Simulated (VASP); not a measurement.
Input:

```
CELL_PARAMETERS angstrom
      0.00000     3.36469     3.36469
      3.36469     0.00000     3.36469
      3.36469     3.36469     0.00000
ATOMIC_POSITIONS crystal
  Ba 0.00000 0.00000 0.00000
  B  0.25000 0.25000 0.25000
  B  0.75000 0.75000 0.75000
```

Calculation: PBE GGA, VASP's PBE PAW potentials (set 64) (plane waves; VASP). Run with 400 eV cut-off, 5×5×5 Γ-centred mesh, Fermi-Dirac smearing of 0.14 eV, potentials Ba_sv B.

At this cut-off the stress carries a Pulay error, which pulls relaxed volumes low.

Problem. The ions, cell shape and volume are relaxed. What does this cell relax into?

Solution. 
```
CELL_PARAMETERS angstrom
      0.00000     3.34581     3.34581
      3.34581     0.00000     3.34581
      3.34581     3.34581     0.00000
ATOMIC_POSITIONS crystal
  Ba 0.00000 0.00000 0.00000
  B  0.25000 0.25000 0.25000
  B  0.75000 0.75000 0.75000
```
Space group Fm-3m (225), at a tolerance of 0.03 Å.

Problem. How do energy and volume change from the first to the last step?

Solution. The energy (σ→0) changes by -1.6 meV/atom and the volume by -1.7 %, in 3 ionic steps.

The structure was generated: BaB2 was put into an ordered model structure, which need not be its known phase. This run relaxes it. Symmetry was kept, so distortions that lower it aren't found. The k-mesh is coarse (spacing up to 0.33 per Å, 2π included), so the numbers may not be converged in it. The run is one of a series of settings (EDIFFG = -0.01, IBRION = 2, ISIF = 3, NSW = 50 against the base run), some of them coarse on purpose.
